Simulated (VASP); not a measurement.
Level of theory: PBEsol GGA, VASP's PBE PAW potentials (set 64) (plane waves; VASP).

VASP ran on this input.

**INCAR**
```
SYSTEM = KCl(100) slab
PREC = Normal
ENCUT = 400
EDIFF = 1E-6
NELM = 100
ALGO = Normal
LREAL = .FALSE.
LASPH = .TRUE.
ISMEAR = 0
SIGMA = 0.05
GGA = PS
LWAVE = .FALSE.
LCHARG = .FALSE.
NELMIN = 4
LDIPOL = .TRUE.
IDIPOL = 3
DIPOL = 0.5 0.5 0.5
LVHAR = .TRUE.
LORBIT = 11
```

KPOINTS:
```
Automatic mesh
0
Gamma
5 5 1
0 0 0
```

**POSCAR**
```
KCl(100) slab
1
    4.4182385464     0.0000000000     0.0000000000
    0.0000000000     4.4182385464     0.0000000000
    0.0000000000     0.0000000000    27.3972984497
Cl K
4 4
Direct
  0.0000000000   0.5000000000   0.3285207770
  0.0000000000   0.5000000000   0.5573619014
  0.5000000000   0.0000000000   0.4426380986
  0.5000000000   0.0000000000   0.6714792230
  0.5000000000   0.0000000000   0.3297622511
  0.0000000000   0.5000000000   0.4427970544
  0.5000000000   0.0000000000   0.5572029456
  0.0000000000   0.5000000000   0.6702377489
```

POTCAR, in this order: Cl K_sv (PBE.64 set). Program: vasp_std. Read from the step before: WAVECAR.

Output of the run:

File OUTCAR:
```
 ion  position               nearest neighbor table
   1  0.000  0.500  0.329-   5 3.12   5 3.12   5 3.12   5 3.12   6 3.13
   2  0.000  0.500  0.557-   8 3.09   7 3.12   7 3.12   7 3.12   7 3.12   6 3.14
   3  0.500  0.000  0.443-   5 3.09   6 3.12   6 3.12   6 3.12   6 3.12   7 3.14
   4  0.500  0.000  0.671-   8 3.12   8 3.12   8 3.12   8 3.12   7 3.13
   5  0.500  0.000  0.330-   3 3.09   1 3.12   1 3.12   1 3.12   1 3.12
   6  0.000  0.500  0.443-   3 3.12   3 3.12   3 3.12   3 3.12   1 3.13   2 3.14
   7  0.500  0.000  0.557-   2 3.12   2 3.12   2 3.12   2 3.12   4 3.13   3 3.14
   8  0.000  0.500  0.670-   2 3.09   4 3.12   4 3.12   4 3.12   4 3.12
  LATTYP: Found a simple tetragonal cell.
 ALAT       =     4.4182385464
 C/A-ratio  =     6.2009550100
 Subroutine PRICEL returns:
 Original cell was already a primitive cell.
 Subroutine GETGRP returns: Found 16 space group operations
The static configuration has the point symmetry D_2d.
 The point group associated with its full space group is D_4h.
The dynamic configuration has the point symmetry D_2d.
 Subroutine INISYM returns: Found 16 space group operations
 Subroutine IBZKPT returns following result:
 Found      6 irreducible k-points:

 Following reciprocal coordinates:
            Coordinates               Weight
  0.000000  0.000000  0.000000      1.000000
...
```

File OSZICAR:
```
       N       E                     dE             d eps       ncg     rms          rms(c)
DAV:   1    -0.277760694245E+02   -0.27776E+02   -0.37932E-05   612   0.633E-02    0.551E-03
DAV:   2    -0.277760693123E+02    0.11226E-06   -0.17685E-05   528   0.227E-02    0.599E-03
DAV:   3    -0.277760686572E+02    0.65507E-06   -0.98324E-07   354   0.579E-03    0.433E-03
DAV:   4    -0.277760678311E+02    0.82614E-06   -0.79709E-07   338   0.649E-03
   1 F= -.27776068E+02 E0= -.27776068E+02  d E =-.311796E-18
```

File OUTCAR:
```
------------------------ aborting loop because EDIFF is reached ----------------------------------------
  FORCE on cell =-STRESS in cart. coord.  units (eV):
  Direction    XX          YY          ZZ          XY          YZ          ZX
  --------------------------------------------------------------------------------------
  Total       -0.7281340     -0.7281340     -0.1507285      0.0000000      0.0000000     -0.0000000
  in kB       -2.1813021     -2.1813021     -0.4515438      0.0000000      0.0000000     -0.0000000
  external PRESSURE =      -1.6047160 kB  Pullay stress =       0.0000000 kB
  volume of cell :      534.82
      direct lattice vectors                 reciprocal lattice vectors
     4.418238546  0.000000000  0.000000000     0.226334542  0.000000000  0.000000000
     0.000000000  4.418238546  0.000000000     0.000000000  0.226334542  0.000000000
     0.000000000  0.000000000 27.397298450     0.000000000  0.000000000  0.036499949
 POSITION                                       TOTAL-FORCE (eV/Angst)
 -----------------------------------------------------------------------------------
      0.00000      2.20912      9.00058         0.000000     -0.000000      0.004050
      0.00000      2.20912     15.27021         0.000000     -0.000000     -0.017689
      2.20912      0.00000     12.12709        -0.000000      0.000000      0.017689
      2.20912      0.00000     18.39672        -0.000000     -0.000000     -0.004050
      2.20912      0.00000      9.03459         0.000000     -0.000000      0.003995
      0.00000      2.20912     12.13144         0.000000     -0.000000     -0.017565
      2.20912      0.00000     15.26586         0.000000     -0.000000      0.017565
      0.00000      2.20912     18.36270         0.000000     -0.000000     -0.003995
 -----------------------------------------------------------------------------------
    total drift:                                0.000000      0.000000     -0.000000
  FREE ENERGIE OF THE ION-ELECTRON SYSTEM (eV)
  ---------------------------------------------------
  free  energy   TOTEN  =       -27.7760678311 eV

  energy  without entropy=      -27.7760678311  energy(sigma->0) =      -27.77606783

 total charge

# of ion       s       p       d       tot
------------------------------------------
    1        1.578   3.534   0.000   5.112
    2        1.578   3.542   0.000   5.120
    3        1.578   3.542   0.000   5.120
    4        1.578   3.534   0.000   5.112
    5        1.955   5.567   0.025   7.547
    6        1.956   5.569   0.027   7.552
    7        1.956   5.569   0.027   7.552
    8        1.955   5.567   0.025   7.547
--------------------------------------------------
tot         14.135  36.423   0.104  50.662
```
(Selected blocks of OUTCAR.)

The cell is a thin slab with vacuum, built from KCl (rock salt): (100) face.
